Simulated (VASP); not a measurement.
Calculation: revPBE GGA, VASP's PBE PAW potentials (set 64) (plane waves; VASP).

The input files of a VASP run:

### INCAR
```
SYSTEM=CsI
PREC=Accurate; ENCUT=520; LREAL=.FALSE.
LASPH=.TRUE.
EDIFF=1E-7; NELM=100; ALGO=Normal
LMAXMIX=4
ISMEAR=-5
GGA=RE
ISIF=2
LWAVE=.FALSE.; LCHARG=.TRUE.; LORBIT=11
NEDOS=601
```

File KPOINTS:
```
Automatic mesh
0
Gamma
6 6 6
0 0 0
```

File POSCAR:
```
CsI
1
    4.8260639680     0.0000000000     0.0000000000
    0.0000000000     4.8260639680     0.0000000000
    0.0000000000     0.0000000000     4.8260639680
Cs I
1 1
Direct
  0.0000000000   0.0000000000   0.0000000000
  0.5000000000   0.5000000000   0.5000000000
```

POTCAR, in this order: Cs_sv I (PBE.64 set). Program: vasp_std.

Unless said otherwise, spin-orbit coupling is left out, though it shifts the bands of the heavy elements here.

**Question.** What does the run give for the energy per atom (σ→0), band gap (on the k-mesh)?

**Answer.** 
| Property | Value |
|---|---|
| energy per atom (σ→0) | -2.547 eV/atom |
| band gap (on the k-mesh) | 3.65 eV |

**OSZICAR**
```
...
DAV:   9    -0.509289710188E+01   -0.11596E-02   -0.28708E-03   572   0.336E-01    0.854E-02
DAV:  10    -0.509312305395E+01   -0.22595E-03   -0.42113E-04   544   0.167E-01    0.290E-02
DAV:  11    -0.509312358478E+01   -0.53083E-06   -0.54807E-05   580   0.343E-02    0.129E-02
DAV:  12    -0.509313087507E+01   -0.72903E-05   -0.18939E-05   516   0.356E-02    0.114E-03
DAV:  13    -0.509313111955E+01   -0.24447E-06   -0.23149E-07   572   0.345E-03    0.131E-03
DAV:  14    -0.509313131517E+01   -0.19563E-06   -0.24758E-07   524   0.424E-03    0.444E-04
DAV:  15    -0.509313131782E+01   -0.26441E-08   -0.68575E-09   384   0.662E-04
   1 F= -.50931313E+01 E0= -.50931313E+01  d E =0.000000E+00
```

The compound is CsI in the CsCl type structure. It was relaxed first, which changed the volume by +18 %.
